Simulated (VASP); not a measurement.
Given:

```
MgTe
1.0
    2.28983    -3.96611     0.00000
    2.28983     3.96611     0.00000
    0.00000     0.00000     7.44966
Mg Te
2 2
Direct
  0.66667   0.33333   0.49973
  0.33333   0.66667   0.99973
  0.66667   0.33333   0.87627
  0.33333   0.66667   0.37627
```

Calculation: optB86b-vdW, VASP's PBE PAW potentials (set 64) (plane waves; VASP). Run with 520 eV cut-off, Gaussian smearing of 0.050 eV, potentials Mg Te.

Unless said otherwise, spin-orbit coupling is left out, though it shifts the bands of the heavy elements here.

Give the energies of bands 3 to 11 at the high-symmetry points, in eV from the valence-band maximum.

```csv
band,Γ,M,K,A,L,H
3,-3.22,-3.05,-2.53,-1.99,-3.13,-2.92
4,-0.49,-2.59,-2.53,-1.99,-3.13,-2.92
5,-0.49,-1.95,-2.34,-0.26,-0.88,-1.93
6,-0.01,-1.22,-1.39,-0.26,-0.88,-1.93
7,-0.01,-0.99,-1.39,-0.26,-0.88,-0.62
8,0.00,-0.44,-1.36,-0.26,-0.88,-0.62
9,2.44,3.16,3.51,3.45,3.21,3.90
10,2.99,3.87,5.70,3.45,3.21,3.90
11,5.27,4.24,5.70,5.53,4.28,5.11
```

The gap is direct, 2.44 eV, from the valence maximum at Γ to the conduction minimum at Γ.

The compound is MgTe in the wurtzite structure. It was relaxed first.
